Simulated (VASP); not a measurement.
Here is the system:

```
CELL_PARAMETERS angstrom
     -1.90670     1.90670     3.81559
      1.90670    -1.90670     3.81559
      1.90670     1.90670    -3.81559
ATOMIC_POSITIONS crystal
  Ru 0.00000 0.00000 0.00000
  Ir 0.75000 0.25000 0.50000
  Ir 0.25000 0.75000 0.50000
  Ir 0.50000 0.50000 0.00000
```

Calculation: PBEsol GGA, VASP's PBE PAW potentials (set 64) (plane waves; VASP). Settings: 400 eV cut-off, Gaussian smearing of 0.050 eV, potentials Ru_pv Ir.

Unless said otherwise, spin-orbit coupling is left out, though it shifts the bands of the heavy elements here.

Problem. Predict the band gap (along the path) with the smallest direct gap where there is one.

Solution. 
```
Item                                                          Value
-------------------------  ----------------------------------------
band gap (along the path)  none (metal, semimetal or under 0.01 eV)
```

Total energies compare only between runs with the same potentials, cut-off and functional.

The structure comes from a computed database's Ir3Ru entry (I4/mmm); how it stands against other phases isn't given here. It was relaxed first. The electron count is odd and the run is not spin-polarised, which forces a metal.
